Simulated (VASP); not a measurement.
Consider the following.

```
Nb3P
1.0
    0.00000     3.18129     3.18129
    3.18129     0.00000     3.18129
    3.18129     3.18129     0.00000
P Nb
1 3
Direct
  0.01572   0.01572   0.98428
  0.50000   0.50000   0.50000
  0.25000   0.25000   0.25000
  0.75000   0.75000   0.75000
```

Computed with r2SCAN meta-GGA, VASP's PBE PAW potentials (set 64) (plane waves; VASP 6.6.1). Run with 480 eV cut-off, 8×8×8 Γ-centred mesh, first-order Methfessel-Paxton smearing of 0.10 eV, potentials P Nb_sv.

What does the run give for the energy per atom (σ→0), largest force, band gap (on the k-mesh) with the smallest direct gap where there is one?

* **band gap (on the k-mesh)**: none (metal, semimetal or under 0.01 eV)
* **energy per atom (σ→0)**: -2025.6 kJ/mol-atom
* **largest force**: 0.402 eV/Å

Total energies compare only between runs with the same potentials, cut-off and functional.

The structure was generated: Nb3P was put into the D03 type (Fm-3m), which need not be its known phase. This cell was strained or had an atom moved on purpose.
